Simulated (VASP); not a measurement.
An input for Ansatz (written as the equivalent of a VASP run, and not itself run):

Ansatz 0.2 input:
```yaml
crystal:
  lattice:
    - [3.3089231, 0.0000000, 0.0000000]
    - [0.0000000, 3.3089231, 0.0000000]
    - [0.0000000, 0.0000000, 3.3089231]
  atoms:
    - { symbol: In, position: [0.5000000, 0.5000000, 0.5000000] }
    - { symbol: Pd, position: [0.0000000, 0.0000000, 0.0000000] }
kpoints:
  mp_grid: { grid: [10, 10, 10] }
hamiltonian:
  xc: pbe
  pseudopotentials: { kind: paw }
scf:
  occupations: { method: methfessel_paxton, width: 0.1 }
  max_iter: 100
relax:
  max_steps: 60
  f_tol: 0.01
  cell: {}
output: { forces: true, stress: true, eigenvalues: true }
```

Question: Translate this input to VASP (INCAR, KPOINTS, POSCAR, choice of POTCAR).

Answer: Several could match; the one computed here: 
File KPOINTS:
```
Automatic mesh
0
Gamma
10 10 10
0 0 0
```

File POSCAR:
```
PdIn
1
    3.3089230899     0.0000000000     0.0000000000
   -0.0000000000     3.3089230899     0.0000000000
    0.0000000000     0.0000000000     3.3089230899
In Pd
1 1
Direct
  0.5000000000   0.5000000000   0.5000000000
  0.0000000000   0.0000000000   0.0000000000
```

**INCAR**
```
SYSTEM = PdIn
PREC = Accurate
ENCUT = 520
EDIFF = 1E-6
NELM = 100
ALGO = Normal
LREAL = .FALSE.
LASPH = .TRUE.
ISMEAR = 1
SIGMA = 0.1
GGA = PE
LMAXMIX = 4
LWAVE = .FALSE.
LCHARG = .FALSE.
IBRION = 2
ISIF = 3
NSW = 60
EDIFFG = -0.01
```

POTCAR, in this order: In_d Pd (PBE.64 set). Program: vasp_std.

The two are equivalent in intent, not identical: each code has its own PAW files, so the cut-off isn't converted (ENCUT is set for VASP's; basis.ecutwfc is left out, and Ansatz then takes the one that its files recommend); Ansatz stops its SCF on the density residual and VASP on the energy change (EDIFF).

The compound is PdIn in the CsCl type structure. It was relaxed first, which changed the volume by +6 %. The start is the result of an earlier pass.
